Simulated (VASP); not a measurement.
Calculation: PBEsol GGA, VASP's PBE PAW potentials (set 64) (plane waves; VASP 6.6.1).

Input for VASP

### KPOINTS
```
Automatic mesh
0
Gamma
11 11 11
0 0 0
```

### INCAR
```
# general
SYSTEM  = YN
PREC    = Accurate
ENCUT   = 520
LREAL   = .FALSE.
LASPH   = .TRUE.   # aspherical one-centre terms

# electronic loop
EDIFF   = 1E-7
NELM    = 100
ALGO    = Normal   # blocked Davidson
LMAXMIX = 4

# smearing
ISMEAR  = -5

# functional
GGA     = PS   # PBEsol

# ions
ISIF    = 2

# output
LWAVE   = .FALSE.
LCHARG  = .TRUE.
LORBIT  = 11   # lm-projected
NEDOS   = 601   # DOS grid
```

POSCAR:
```
YN
1
    0.0000000000     2.4278585937     2.4278585937
    2.4278585937     0.0000000000     2.4278585937
    2.4278585937     2.4278585937     0.0000000000
N Y
1 1
Direct
  0.0000000000   0.0000000000   0.0000000000
  0.5000000000   0.5000000000   0.5000000000
```

POTCAR, in this order: N Y_sv (PBE.64 set). Program: vasp_std.

Q: What does the run give for the energy per atom (σ→0)?

A: 
| Quantity | Value |
|---|---|
| energy per atom (σ→0) | -9.565 eV/atom |

OSZICAR:
```
...
DAV:  10    -0.191308300769E+02   -0.38627E-04   -0.61746E-04  1644   0.261E-01    0.653E-01
DAV:  11    -0.191309121408E+02   -0.82064E-04   -0.83252E-04  1544   0.309E-01    0.722E-02
DAV:  12    -0.191309106600E+02    0.14808E-05   -0.61243E-05  1592   0.789E-02    0.115E-01
DAV:  13    -0.191309103483E+02    0.31163E-06   -0.45530E-06  1856   0.197E-02    0.337E-02
DAV:  14    -0.191309099177E+02    0.43065E-06   -0.81140E-07  1624   0.881E-03    0.143E-02
DAV:  15    -0.191309096553E+02    0.26239E-06   -0.39065E-07  1564   0.636E-03    0.998E-04
DAV:  16    -0.191309096385E+02    0.16839E-07   -0.82642E-09   752   0.102E-03
   1 F= -.19130910E+02 E0= -.19130910E+02  d E =0.000000E+00
```

The structure comes from a measured YN entry (Fm-3m) of the Crystallography Open Database, whose conditions weren't checked. It was relaxed first.
